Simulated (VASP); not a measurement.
# Ga2CoO4 with r2SCAN: from relaxation to properties

Wanted: the relaxed cell of Ga2CoO4 and its properties. The steps: full relaxation (r2SCAN), single point with fields (r2SCAN), band structure (r2SCAN), total and projected DOS (r2SCAN), electric field gradients (r2SCAN), volume scan with r2SCAN and fit for r2SCAN. The start is a computed cell from the Materials Project.

Calculated with VASP 6.6.1; r2SCAN, spin-polarised from a ferromagnetic start; plane waves and PAW (Ga_d, Co, O).

This is a report of a sequence of runs, with most program output left out.

### 1. Starting point

Before any relaxation, the start is as follows. It takes space group Fd-3m (No. 227, cubic). Conventional cell: a = 8.349 Å, b = 8.349 Å, c = 8.349 Å, α = 90.00°, β = 90.00°, γ = 90.00°. Nearest to Ga lie 6 O at 2.00 Å. Nearest to Co lie 4 O at 1.97 Å. O has 1 Co at 1.97 Å and 3 Ga at 2.00 Å nearest. Farther neighbours and most contacts between anions are not listed.

As a file:

```cif
data_structure
_symmetry_space_group_name_H-M 'Fd-3m:1'
_symmetry_Int_Tables_number 227
_cell_length_a 8.3488
_cell_length_b 8.3488
_cell_length_c 8.3488
_cell_angle_alpha 90.000
_cell_angle_beta 90.000
_cell_angle_gamma 90.000
_cell_volume 581.93
loop_
_atom_site_label
_atom_site_type_symbol
_atom_site_symmetry_multiplicity
_atom_site_Wyckoff_symbol
_atom_site_fract_x
_atom_site_fract_y
_atom_site_fract_z
_atom_site_occupancy
Ga1 Ga 16 c 0.62500 0.87500 0.37500 1
Co1 Co 8 b 0.25000 0.75000 0.25000 1
O1 O 32 e 0.13649 0.36351 0.13649 1
```

### 2. Full relaxation (r2SCAN)

The start need not lie at this functional's minimum. ISIF = 3 frees volume, shape and positions, and EDIFFG sets the threshold on forces and stress at which the search stops. r2SCAN adds the kinetic-energy density, costs more than a GGA and is run with LASPH.

File INCAR:

```
SYSTEM = Ga2CoO4
PREC = Accurate
ENCUT = 520
EDIFF = 1E-06
NELM = 100
ISMEAR = 0
SIGMA = 0.05
LREAL = .FALSE.
ALGO = Normal
METAGGA = R2SCAN
LASPH = .TRUE.
NBANDS = 83
ISPIN = 2
MAGMOM = 0 0 0 0 2 2 0 0 0 0 0 0 0 0
LMAXMIX = 4
LORBIT = 11
LWAVE = .FALSE.
LCHARG = .FALSE.
KPAR = 8
IBRION = 2
NSW = 60
ISIF = 3
EDIFFG = -0.01
```

File POSCAR:

```
Ga2CoO4
1.0
    0.0000000000      4.1743957729      4.1743957729
    4.1743957729      0.0000000000      4.1743957729
    4.1743957729      4.1743957729      0.0000000000
Ga Co O
4 2 8
Direct
    0.1250000000      0.6250000000      0.6250000000
    0.6250000000      0.6250000000      0.6250000000
    0.6250000000      0.1250000000      0.6250000000
    0.6250000000      0.6250000000      0.1250000000
    0.2500000000      0.2500000000      0.2500000000
    0.0000000000      0.0000000000      0.0000000000
    0.8635051400      0.4094845900      0.8635051400
    0.3864948600      0.3864948600      0.3864948600
    0.8405154100      0.3864948600      0.3864948600
    0.3864948600      0.3864948600      0.8405154100
    0.8635051400      0.8635051400      0.4094845900
    0.4094845900      0.8635051400      0.8635051400
    0.3864948600      0.8405154100      0.3864948600
    0.8635051400      0.8635051400      0.8635051400
```

File KPOINTS:

```
Automatic mesh
0
Gamma
6 6 6
0 0 0
```

PAW data sets: Ga_d, Co and O (PBE family, release 64).

Launch:

```console
$ mpirun -np 8 vasp_std
```

Run time: 6.4 min. Hardware: 8 MPI ranks of Intel Xeon 6975P-C (Granite Rapids), shared host; peak memory 5.1 GiB.

The magnetic state follows from one typed start and may not be the lowest. The gap is read on the k-mesh alone, so it is an upper bound where the band edges lie off the mesh. Direct gaps are counted within one spin. The valence top and the conduction bottom belong to opposite spins. The PAW data sets were made with PBE, which is usual practice but a small mismatch for other functionals. The run keeps the 48 symmetry operations of its start, so it cannot find a distortion of lower symmetry.

Little changed from the start: no atom moved by 0.005 Å and no cell edge by 0.1 %.

Numbers from this step:

| Item | Value |
| --- | --- |
| electrons | 118 |
| bands | 83 |
| irreducible k-points | 16 |
| symmetry operations | 48 |
| free energy (TOTEN) | -145.9284 eV |
| Fermi energy | 5.964 eV |
| pressure | -0.07616 GPa |
| moment of the cell, from the last line of the log | 6 μB |
| metallic | no |
| valence top at k | 0.3333, 0.3333, 0 |
| conduction bottom at k | 0, 0, 0 |
| least direct gap on the k-mesh, within one spin | 1.938 eV |
| SCF cycles over all ionic steps | 37 |
| gap on the k-mesh | 1.522 eV |

Spin moment in the PAW sphere by atom:

```csv
atom,spin moment in the PAW sphere (μB)
Ga1,0.01
Ga2,0.01
Ga3,0.01
Ga4,0.01
Co5,2.65
Co6,2.65
O7,0.06
O8,0.06
O9,0.06
O10,0.06
O11,0.06
O12,0.06
O13,0.06
O14,0.06
```

It ends with a largest force of 0.009 eV/Å and a pressure of -0.08 GPa.

### 3. Single point with fields (r2SCAN)

The relaxed cell gets a fresh self-consistent run, on a basis set for its own volume, to fix the density and to check the remaining stress.

Changes to INCAR since step 2:

```diff
@@ -17,7 +17,5 @@
 LWAVE = .FALSE.
-LCHARG = .FALSE.
-KPAR = 8
-IBRION = 2
-NSW = 60
-ISIF = 3
-EDIFFG = -0.01
+LCHARG = .TRUE.
+ISIF = 2
+LELF = .TRUE.
+LVHAR = .TRUE.
```

File POSCAR:

```
Ga2CoO4
1.0
    0.0000000000      4.1766875815      4.1766875815
    4.1766875815      0.0000000000      4.1766875815
    4.1766875815      4.1766875815      0.0000000000
Ga Co O
4 2 8
Direct
    0.1250000000      0.6250000000      0.6250000000
    0.6250000000      0.6250000000      0.6250000000
    0.6250000000      0.1250000000      0.6250000000
    0.6250000000      0.6250000000      0.1250000000
    0.2500000000      0.2500000000      0.2500000000
    0.0000000000      0.0000000000      0.0000000000
    0.8634774302      0.4095677193      0.8634774302
    0.3865225698      0.3865225698      0.3865225698
    0.8404322807      0.3865225698      0.3865225698
    0.3865225698      0.3865225698      0.8404322807
    0.8634774302      0.8634774302      0.4095677193
    0.4095677193      0.8634774302      0.8634774302
    0.3865225698      0.8404322807      0.3865225698
    0.8634774302      0.8634774302      0.8634774302
```

KPOINTS is that of step 2.

Launch:

```console
$ mpirun -np 8 vasp_std
```

Elapsed: 2.9 min, on 8 MPI ranks; peak memory 1.7 GiB.

With spin, VASP writes an ELF for each channel.

This step gave:

* SCF cycles: 19
* bands: 88
* free energy (TOTEN): -145.9290 eV
* Fermi energy: 5.959 eV
* pressure: -0.03674 GPa

Valence electrons inside each PAW sphere by angular momentum. Sphere charges, by row:

```csv
atom,s (e),p (e),d (e),tot (e)
Ga1,0.636,0.71,10.27,11.61
Ga2,0.636,0.71,10.27,11.61
Ga3,0.636,0.71,10.27,11.61
Ga4,0.636,0.71,10.27,11.61
Co5,0.335,0.42,7.097,7.851
Co6,0.335,0.42,7.097,7.851
O7,1.56,3.529,0,5.089
O8,1.56,3.529,0,5.089
O9,1.56,3.529,0,5.089
O10,1.56,3.529,0,5.089
O11,1.56,3.529,0,5.089
O12,1.56,3.529,0,5.089
O13,1.56,3.529,0,5.089
O14,1.56,3.529,0,5.089
```

Spin density in the ac plane at fractional y = 0.387, with atoms of O within 0.2 Å of it.

Ten even steps from '_' (-0.04 × 1e-1 e/Å³) to '@' (8.24 × 1e-1 e/Å³), each cell a mean:
```
________________________________
__________....____________....__
____________..______________..__
________________________________
________________________________
________________________________
________________________________
________________________________
________________________________
__________....____________....__
____________..______________..__
__..==++::______________________
____==@@++______________________
______====______________________
________..______________________
________________________________
```
Columns run along a (5.9 Å), rows up along c (5.9 Å). Atoms in or near the plane, at fractional coordinates: O at (0.86, 0.86), O at (0.39, 0.39), O at (0.84, 0.39), O at (0.39, 0.84).

Electrostatic potential energy in the ac plane at fractional y = 0.387, with atoms of O within 0.2 Å of it. With pseudopotentials it is smooth inside the atoms' cores, unlike the true potential.

Ten even steps from '_' (-50 eV) to '@' (3 eV), each cell a mean:
```
@@@@@@@@%%++##@@@@@@@@@@++..==@@
@@@@@@@@**____++@@@@@@@@++____==
%%@@@@@@%%..____%%@@@@@@%%--__..
@@@@@@@@@@##::..##@@@@@@@@%%++++
@@@@@@@@@@@@%%##%%@@@@%%@@@@@@@@
@@@@@@@@@@@@@@@@@@@@@@@@@@@@@@@@
@@@@@@@@@@@@@@@@@@@@@@@@@@@@@@@@
@@@@@@@@%%##%%@@@@@@@@%%##%%@@@@
@@@@@@@@**__..**@@@@@@##..__++@@
@@@@@@@@##..__..%%@@@@%%::____##
@@%%##%%%%++..__##@@@@@@##..__++
@@##**++##%%##**%%@@@@@@@@%%**%%
@@%%**==++%%@@@@@@@@@@@@@@@@@@@@
@@@@##****##@@@@@@@@@@@@@@@@@@@@
@@@@@@%%##%%@@@@@@@@@@@@@@@@@@@@
@@@@@@@@@@@@@@@@@@@@@@@@@@%%@@@@
```
Columns run along a (5.9 Å; values clipped at the 3rd and 97th percentile), rows up along c (5.9 Å). Atoms in or near the plane, at fractional coordinates: O at (0.86, 0.86), O at (0.39, 0.39), O at (0.84, 0.39), O at (0.39, 0.84).

ELF of up spins in the ac plane at fractional y = 0.387, with atoms of O within 0.2 Å of it. It is the smooth field of the valence electrons, not physical close to the nuclei.

Ten even steps from '0' (0.03) to '9' (0.83), each cell a mean:
```
3016999720279998
7116987961169769
9303885894038979
9411588995114899
6300147884101367
2001112331011012
0003542000145410
0016998400389962
1016988940389897
3013885882278579
4111488894148889
4111148995115899
3111113663101366
1011111110001011
0001110000034310
0013443100269973
```
Columns run along a (5.9 Å), rows up along c (5.9 Å). Atoms in or near the plane, at fractional coordinates: O at (0.86, 0.86), O at (0.39, 0.39), O at (0.84, 0.39), O at (0.39, 0.84).

In this run the pressure is -0.04 GPa, small enough to go on.

### 4. Band structure (r2SCAN)

The mesh alone shows little of the dispersion and can miss band extrema, so KPOINTS_OPT adds a path through the symmetry points after the self-consistent cycle.

File INCAR:

```
SYSTEM = Ga2CoO4
PREC = Accurate
ENCUT = 520
EDIFF = 1E-06
NELM = 100
ISMEAR = 0
SIGMA = 0.05
LREAL = .FALSE.
ALGO = Normal
METAGGA = R2SCAN
LASPH = .TRUE.
NBANDS = 102
ISPIN = 2
MAGMOM = 0.01 0.01 0.01 0.01 2.653 2.653 0.055 0.055 0.055 0.055 0.055 0.055 0.055 0.055
LMAXMIX = 4
LORBIT = 11
LWAVE = .FALSE.
LCHARG = .FALSE.
KPAR = 8
```

POSCAR is that of step 3.

KPOINTS is that of step 3.

File KPOINTS_OPT:

```
Line mode
12
Line-mode
Reciprocal
  0.00000000   0.00000000   0.00000000 GAMMA
  0.50000000   0.00000000   0.50000000 X

  0.50000000   0.00000000   0.50000000 X
  0.50000000   0.25000000   0.75000000 W

  0.50000000   0.25000000   0.75000000 W
  0.37500000   0.37500000   0.75000000 K

  0.37500000   0.37500000   0.75000000 K
  0.00000000   0.00000000   0.00000000 GAMMA

  0.00000000   0.00000000   0.00000000 GAMMA
  0.50000000   0.50000000   0.50000000 L

  0.50000000   0.50000000   0.50000000 L
  0.62500000   0.25000000   0.62500000 U

  0.62500000   0.25000000   0.62500000 U
  0.50000000   0.25000000   0.75000000 W

  0.50000000   0.25000000   0.75000000 W
  0.50000000   0.50000000   0.50000000 L

  0.50000000   0.50000000   0.50000000 L
  0.37500000   0.37500000   0.75000000 K

  0.62500000   0.25000000   0.62500000 U
  0.50000000   0.00000000   0.50000000 X
```

Launch:

```console
$ mpirun -np 8 vasp_std
```

The job ended after 14 min (8 MPI ranks; peak memory 6.5 GiB).

Spin-orbit coupling is off here; it would split degenerate levels.

Numbers from this step:

* SCF cycles: 18
* bands: 102
* Fermi energy: 5.933 eV
* pressure: -0.03365 GPa
* least gap on mesh and path: 1.514 eV
* least direct gap on mesh and path: 1.938 eV
* valence top at k: 0.4091, 0, 0.4091

Spin up. The electronic bands at the labelled points (eV, zero at the valence-band top; v1 is the highest filled band, c1 the lowest empty one):

```csv
point,v4,v3,v2,v1,c1,c2,c3,c4
Γ,-1.29,-1.13,-1.13,-1.13,1.51,5.09,5.09,5.09
0.45 of the way,-1.40,-1.22,-1.22,-1.22,2.75,5.39,5.80,5.80
X,-1.30,-1.30,-1.21,-1.21,5.01,5.01,6.78,6.78
0.45 of the way,-1.39,-1.39,-1.20,-1.20,5.15,5.15,6.45,6.45
W,-1.41,-1.41,-1.22,-1.22,5.52,5.52,5.85,5.85
0.55 of the way,-1.45,-1.40,-1.26,-1.15,5.28,5.43,5.70,6.40
K,-1.45,-1.42,-1.27,-1.12,5.20,5.37,5.65,6.72
0.45 of the way,-1.41,-1.31,-1.29,-1.09,3.26,5.87,5.92,5.99
Γ,-1.29,-1.13,-1.13,-1.13,1.51,5.09,5.09,5.09
0.45 of the way,-1.31,-1.31,-1.13,-1.13,2.46,5.51,5.55,5.55
L,-1.37,-1.37,-1.14,-1.14,4.25,4.64,6.43,6.43
0.45 of the way,-1.47,-1.34,-1.24,-1.11,4.54,4.90,6.20,6.52
U,-1.45,-1.42,-1.27,-1.12,5.20,5.37,5.65,6.72
0.45 of the way,-1.45,-1.40,-1.26,-1.15,5.28,5.43,5.70,6.40
W,-1.41,-1.41,-1.22,-1.22,5.52,5.52,5.85,5.85
0.45 of the way,-1.47,-1.32,-1.28,-1.13,4.77,5.11,6.14,6.32
L,-1.37,-1.37,-1.14,-1.14,4.25,4.64,6.43,6.43
0.55 of the way,-1.49,-1.33,-1.28,-1.11,4.65,5.00,6.10,6.55
K,-1.45,-1.42,-1.27,-1.12,5.20,5.37,5.65,6.72
jump to U,-1.45,-1.42,-1.27,-1.12,5.20,5.37,5.65,6.72
0.55 of the way,-1.35,-1.35,-1.23,-1.17,5.06,5.09,6.46,6.78
X,-1.30,-1.30,-1.21,-1.21,5.01,5.01,6.78,6.78
```

Of the projections kept (Ga, Co, O), the largest for each band there; the rest of the weight can lie on other orbitals:

```csv
point,v4,v3,v2,v1,c1,c2,c3,c4
Γ,Co 0.48,Co 0.54,Co 0.54,Co 0.54,Ga 0.43,Ga 0.63,Ga 0.63,Ga 0.63
X,Co 0.54,Co 0.54,Co 0.64,Co 0.64,O 0.52,O 0.52,Ga 0.57,Ga 0.57
W,Co 0.75,Co 0.75,Co 0.58,Co 0.58,O 0.51,O 0.51,O 0.56,O 0.56
K,Co 0.70,Co 0.66,Co 0.64,Co 0.53,O 0.51,O 0.52,O 0.57,Ga 0.56
Γ,Co 0.48,Co 0.54,Co 0.54,Co 0.54,Ga 0.43,Ga 0.63,Ga 0.63,Ga 0.63
L,Co 0.52,Co 0.52,Co 0.53,Co 0.53,O 0.50,O 0.54,Ga 0.61,Ga 0.61
```

Spin down. Electronic bands along the path, in eV, zero at the valence-band top; v1 is the highest filled band, c1 the lowest empty one:

```
          point     v4     v3     v2     v1    c1    c2    c3    c4
              Γ  -0.36  -0.36  -0.15  -0.15  1.79  2.06  2.06  2.06
0.45 of the way  -0.40  -0.25  -0.23  -0.06  2.05  2.14  2.14  2.47
              X  -0.41  -0.41  -0.02  -0.02  2.20  2.20  2.25  2.25
0.45 of the way  -0.38  -0.38  -0.05  -0.05  2.16  2.16  2.33  2.33
              W  -0.32  -0.32  -0.12  -0.12  2.13  2.13  2.42  2.42
0.55 of the way  -0.34  -0.32  -0.12  -0.09  2.08  2.21  2.36  2.42
              K  -0.36  -0.33  -0.11  -0.08  2.06  2.26  2.32  2.41
0.45 of the way  -0.31  -0.29  -0.18  -0.15  2.00  2.05  2.27  2.63
              Γ  -0.36  -0.36  -0.15  -0.15  1.79  2.06  2.06  2.06
0.45 of the way  -0.33  -0.32  -0.16  -0.15  1.89  2.18  2.18  2.52
              L  -0.29  -0.29  -0.17  -0.17  1.98  2.24  2.30  2.30
0.45 of the way  -0.31  -0.24  -0.22  -0.14  2.01  2.27  2.29  2.32
              U  -0.35  -0.33  -0.11  -0.08  2.06  2.26  2.32  2.41
0.45 of the way  -0.34  -0.32  -0.12  -0.10  2.08  2.21  2.36  2.42
              W  -0.32  -0.32  -0.12  -0.12  2.13  2.13  2.42  2.42
0.45 of the way  -0.32  -0.25  -0.20  -0.13  2.03  2.26  2.29  2.38
              L  -0.29  -0.29  -0.17  -0.17  1.98  2.24  2.30  2.30
0.55 of the way  -0.32  -0.24  -0.21  -0.13  2.02  2.27  2.29  2.35
              K  -0.36  -0.33  -0.11  -0.08  2.06  2.26  2.32  2.41
      jump to U  -0.35  -0.33  -0.11  -0.08  2.06  2.26  2.32  2.41
0.55 of the way  -0.39  -0.39  -0.04  -0.03  2.14  2.22  2.27  2.31
              X  -0.41  -0.41  -0.02  -0.02  2.20  2.20  2.25  2.25
```

Of the projections kept (Ga, Co, O), the largest for each band there; the rest of the weight can lie on other orbitals:

```
point       v4       v3       v2       v1       c1       c2       c3       c4
    Γ  Co 0.95  Co 0.95  Co 0.83  Co 0.83  Ga 0.45  Co 0.82  Co 0.82  Co 0.82
    X  Co 0.94  Co 0.94  Co 0.83  Co 0.83  Co 0.87  Co 0.87  Co 0.93  Co 0.93
    W  Co 0.91  Co 0.91  Co 0.87  Co 0.87  Co 0.89  Co 0.89  Co 0.90  Co 0.90
    K  Co 0.93  Co 0.92  Co 0.86  Co 0.86  Co 0.89  Co 0.88  Co 0.91  Co 0.90
    Γ  Co 0.95  Co 0.95  Co 0.83  Co 0.83  Ga 0.45  Co 0.82  Co 0.82  Co 0.82
    L  Co 0.91  Co 0.91  Co 0.88  Co 0.88  Co 0.90  Co 0.94  Co 0.88  Co 0.88
```

The path finds the gap of the mesh within 0.02 eV, so the mesh comes close to both band edges.

### 5. Total and projected DOS (r2SCAN)

Here the states are counted by energy and projected on the atoms. The mesh is finer than in the run before.

Changes to INCAR since step 4:

```diff
@@ -5,3 +5,3 @@
 NELM = 100
-ISMEAR = 0
+ISMEAR = -5
 SIGMA = 0.05
@@ -19 +19,2 @@
 KPAR = 8
+NEDOS = 2001
```

POSCAR is that of step 4.

File KPOINTS:

```
Automatic mesh
0
Gamma
8 8 8
0 0 0
```

Launch:

```console
$ mpirun -np 8 vasp_std
```

The job ended after 7.2 min (8 MPI ranks; peak memory 6.5 GiB; 46 min of CPU time).

Numbers from this step:

```
SCF cycles           : 19
irreducible k-points : 29
free energy (TOTEN)  : -145.9289 eV
Fermi energy         : 5.689 eV
pressure             : -0.03598 GPa
valence top at k     : 0.375, 0.375, 0
gap on the k-mesh    : 1.512 eV
```

The density of states has structure finer than the step of the table below, so its rows give means over 0.5 eV, whole bins alone (the curve runs from -12.0 to 6.88 eV). Peaks (eV: height): total down -3.74: 14.2, -3.59: 11.9, -0.32: 14.2, -0.17: 12.6; total up -5.30: 11.4, -4.71: 13.8, -1.29: 14.8, -1.14: 13.1; O p up -5.30: 5.31, -4.71: 5.57, -4.04: 5.20, -1.29: 5.15; O p down -3.74: 8.74, -3.59: 7.12, -2.92: 6.91, -2.55: 4.88; Co d up -4.71: 5.12, -2.11: 3.37, -1.51: 8.17, -1.14: 6.19.

States under -12.0 eV and over 6.9 eV are left out. The density of states by energy, zero at the valence-band top; means over each step; 7 of 17 lines; values in states/eV/cell:

```csv
energy (eV),total down,total up,O p up,O p down,Co d up,Co d down,Ga d down
-8.5,0,0,0,0,0,0,0
-8.0,0.533,1.33,0.513,0.205,0.0248,0.00326,0.0183
-7.5,4.93,6.90,2.76,1.96,0.447,0.0672,0.113
-7.0,3.37,1.42,0.633,1.45,0.106,0.124,0.0898
-6.5,2.60,3.08,1.40,1.23,0.233,0.0796,0.0531
-6.0,2.76,2.49,1.16,1.34,0.213,0.0675,0.0697
-5.5,1.70,5.02,2.40,0.874,0.991,0.0393,0.0470
-5.0,4.81,4.67,2.14,2.68,0.985,0.142,0.113
-4.5,4.11,5.86,2.59,2.35,1.67,0.158,0.0903
-4.0,4.10,5.83,3.09,2.51,0.887,0.213,0.0714
-3.5,8.28,5.59,2.98,5.04,1.03,0.719,0.360
-3.0,6.03,3.90,2.33,3.96,0.452,0.376,0.293
-2.5,4.69,3.05,1.31,3.17,1.03,0.177,0.393
-2.0,0.0236,4.69,0.731,0.0169,3.29,1.4e-4,0.00214
-1.5,0,10.9,3.03,0,6.33,0,0
-1.0,0,3.16,1.16,0,1.50,0,0
-0.5,3.48,0,0,0.189,0,3.03,0.0153
0.0,4.49,0,0,0.482,0,3.70,0.0443
0.5,0,0,0,0,0,0,0
1.0,0,0,0,0,0,0,0
1.5,0,0.00464,1.4e-4,0,0,0,0
2.0,4.67,0.0622,0.00581,0.268,0,3.51,0.0163
2.5,4.77,0.122,0.0173,0.295,3.2e-4,3.83,0.0211
3.0,2.76,0.192,0.0341,0.239,6.0e-4,2.22,0.0130
3.5,0.257,0.280,0.0580,0.0520,6.0e-4,0.0247,0.00295
4.0,0.353,0.430,0.0982,0.0801,6.4e-4,0.00830,0.00400
4.5,0.541,0.517,0.131,0.135,0.00101,0.00636,0.00735
5.0,0.555,0.689,0.167,0.154,0.00514,0.00441,0.00725
5.5,0.874,2.09,0.451,0.233,0.0440,0.0119,0.00763
6.0,2.45,2.49,0.577,0.601,0.0478,0.115,0.0217
6.5,3.34,3.18,0.761,0.866,0.0535,0.102,0.0222
```

The gap on this mesh is 1.51 eV. In the top eV of the valence band the largest shares in the PAW spheres are Co d 84 % and O p 8 %; in the lowest eV of the conduction band, Co d 75 % and O p 6 %. The rest lies in smaller channels or between the spheres.

### 6. Electric field gradients (r2SCAN)

Field gradients probe how far the charge around each nucleus departs from cubic symmetry; LASPH keeps the non-spherical terms inside the spheres.

Changes to INCAR since step 5:

```diff
@@ -3,5 +3,5 @@
 ENCUT = 520
-EDIFF = 1E-06
+EDIFF = 1E-07
 NELM = 100
-ISMEAR = -5
+ISMEAR = 0
 SIGMA = 0.05
@@ -11,3 +11,3 @@
 LASPH = .TRUE.
-NBANDS = 102
+NBANDS = 84
 ISPIN = 2
@@ -19,2 +19,2 @@
 KPAR = 8
-NEDOS = 2001
+LEFG = .TRUE.
```

POSCAR is that of step 5.

File KPOINTS:

```
Automatic mesh
0
Gamma
6 6 6
0 0 0
```

Launch:

```console
$ mpirun -np 8 vasp_std
```

Wall time 3.6 min (8 MPI ranks); peak memory 4.9 GiB.

This step gave:

```
SCF cycles           : 21
bands                : 84
irreducible k-points : 16
free energy (TOTEN)  : -145.9290 eV
Fermi energy         : 5.933 eV
pressure             : -0.03527 GPa
valence top at k     : 0.3333, 0.3333, 0
gap on the k-mesh    : 1.522 eV
```

Electric field gradients, by row:

| atom | Vxx (V/Å²) | Vyy (V/Å²) | Vzz (V/Å²) | asymmetry |
| --- | --- | --- | --- | --- |
| Ga1 | 11.57 | 11.56 | -23.13 | 0 |
| Ga2 | 11.56 | 11.56 | -23.12 | 0 |
| Ga3 | 11.57 | 11.56 | -23.13 | 0 |
| Ga4 | 11.57 | 11.56 | -23.13 | 0 |
| Co5 | -0.001 | -0.001 | 0.001 | - |
| Co6 | -0.001 | -0.001 | 0.001 | - |
| O7 | -4.181 | -4.176 | 8.357 | 0.001 |
| O8 | -4.177 | -4.177 | 8.355 | 0 |
| O9 | -4.181 | -4.176 | 8.357 | 0.001 |
| O10 | -4.181 | -4.176 | 8.357 | 0.001 |
| O11 | -4.181 | -4.176 | 8.357 | 0.001 |
| O12 | -4.181 | -4.176 | 8.357 | 0.001 |
| O13 | -4.181 | -4.176 | 8.357 | 0.001 |
| O14 | -4.177 | -4.177 | 8.355 | 0 |

The largest gradient, -23.13 V/Å², sits on Ga1 and like sites; times the quadrupole moment of a nucleus that has one, it gives the coupling that NMR and NQR see.

(Continued in part 2 of 2.)

[Lines on the potential files, build, host, timing and source positions are cut from VASP's logs without a mark.]

[Logs are printed without paths, hosts, clocks, repeated set-up lines and the standing remarks that a program may print on its own settings, such as how far it seeks lower states.]

[Hosts, paths, dates, database ids (printed as entryN), source tags and the programs' standing remarks are cut or masked in the printed files.]

[A measured line is paired with the nearest computed mode of its activity, which favours agreement.]
